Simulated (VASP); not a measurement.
Cost and result of VASP (PAW) for the bulk modulus of CsPbCl₃ (cubic perovskite). Static lattice, third-order Birch-Murnaghan fit over five volumes. The cost counts the five points of the equation of state, each on the mesh and cut-off of its row, so the ratios hold those differences too. With PBE it took about 3 core-minutes. The timings are rough (shared machines, no repeats); factors under 2 mean little.

| level | k-mesh | cut-off (eV) | bulk modulus (GPa) | cost over PBE |
|---|---|---|---|---|
| LDA | 4×4×4 | 520 | [?] | within a factor of 2 |
| PBEsol | 4×4×4 | 520 | 25.1 | within a factor of 2 |
| PBE | 4×4×4 | 520 | 21.9 | reference |
| SCAN | 4×4×4 | 520 | 25.6 | about 5 times |
| r2SCAN | 4×4×4 | 520 | [?] | about 5 times |

Problem. Some entries are withheld; supply them.

Solution. 
- LDA, bulk modulus (GPa): 29.5
- r2SCAN, bulk modulus (GPa): 24.9

Left out are levels that failed, ran on another kind of processor or have no fit band path; at most nine are shown.

The compound is CsPbCl3 in the cubic perovskite structure, the ideal cubic form; the compound distorts at low or room temperature.
